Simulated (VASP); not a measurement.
```
CELL_PARAMETERS angstrom
      0.00000     2.75271     2.75271
      2.75271     0.00000     2.75271
      2.75271     2.75271     0.00000
ATOMIC_POSITIONS crystal
  Ag 0.00000 0.00000 0.00000
  Cl 0.50000 0.50000 0.50000
```

Method: PBE GGA with D3 dispersion (Becke-Johnson damping), VASP's PBE PAW potentials (set 64) (plane waves; VASP). Run with 520 eV cut-off, 8×8×8 Γ-centred mesh, Gaussian smearing of 0.050 eV, potentials Ag Cl.

Task: The job: AgCl (rock salt), 2 atoms, PBE-D3(BJ), static run, 520 eV, 8×8×8 Γ-centred mesh. Roughly how much core time does it take on a busy server core?

Result: About 20 core-seconds (one run on a shared machine, a rough figure). It had 29 irreducible k-points, 13 bands, up to 1158 plane waves and 12 electronic steps.

The compound is AgCl in the rock salt structure. It was relaxed first.
